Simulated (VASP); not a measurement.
Given:

```xyz
2
Lattice="4.2090 0.0000 0.0000 0.0000 4.2090 0.0000 0.0000 0.0000 4.2090" Properties=species:S:1:pos:R:3 pbc="T T T"
Cs     0.0000     0.0000     0.0000
Cl     2.1045     2.1045     2.1045
```

Method: PBE GGA, VASP's PBE PAW potentials (set 64) (plane waves; VASP). Numerical set-up: 480 eV cut-off, 6×6×6 Γ-centred mesh, Gaussian smearing of 0.050 eV, potentials Cs_sv Cl.

Each relaxation starts from this cell; other phases were not tried.

**Question.** The cell is relaxed at 1 GPa. What happens?

**Answer.** The volume per atom goes from 37.28 to 35.14 Å³ (-5.8 %), and the cell becomes a = b = c = 4.1266 Å, α = β = γ = 90.00°, space group Pm-3m. The gap on the mesh goes from 4.99 to 5.25 eV.

**Question.** The cell is relaxed at 20 GPa. What happens?

**Answer.** The volume per atom goes from 37.28 to 23.87 Å³ (-36.0 %), and the cell becomes a = 3.6276 Å, b = 3.6276 Å, c = 3.6276 Å, α = 90.00°, β = 90.00°, γ = 90.00°, space group Pm-3m. The gap on the mesh goes from 4.99 to 4.43 eV.

Failed runs are left out, and for metals the shear rows, which the mesh's noise covers.

The compound is CsCl in the CsCl type structure.
